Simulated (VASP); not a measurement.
Here is the system:

```yaml
crystal:
  lattice:
    - [0.00000, 2.09263, 2.09263]
    - [2.09263, 0.00000, 2.09263]
    - [2.09263, 2.09263, 0.00000]
  atoms:
    - { symbol: Mg, position: [0.00000, 0.00000, 0.00000] }
    - { symbol: O, position: [0.50000, 0.50000, 0.50000] }
```

Level of theory: SCAN meta-GGA, VASP's PBE PAW potentials (set 64) (plane waves; VASP). Run with 520 eV cut-off, 12×12×12 Γ-centred mesh, tetrahedra with Blöchl corrections, potentials Mg O.

Tabulate the total density of states (states/eV per cell) against energy (eV; zero at the valence-band maximum or, without a gap, the Fermi level).

(E (eV), DOS (states/eV)): (-9.92, 0.00); (-9.08, 0.00); (-8.36, 0.00); (-7.52, 0.00); (-6.80, 0.00); (-5.96, 0.00); (-5.12, 0.00); (-4.40, 0.37); (-3.56, 1.97); (-2.72, 0.87); (-2.00, 1.00); (-1.16, 2.64); (-0.32, 0.92); (0.40, 0.00); (1.24, 0.00); (1.96, 0.00); (2.80, 0.00); (3.64, 0.00); (4.36, 0.00); (5.20, 0.00); (5.92, 0.00); (6.76, 0.04); (7.60, 0.09); (8.32, 0.15); (9.16, 0.46)
Within 2 eV below the valence-band maximum the largest weight inside VASP's projection spheres is O p.

The compound is MgO in the rock salt structure. It was relaxed first.
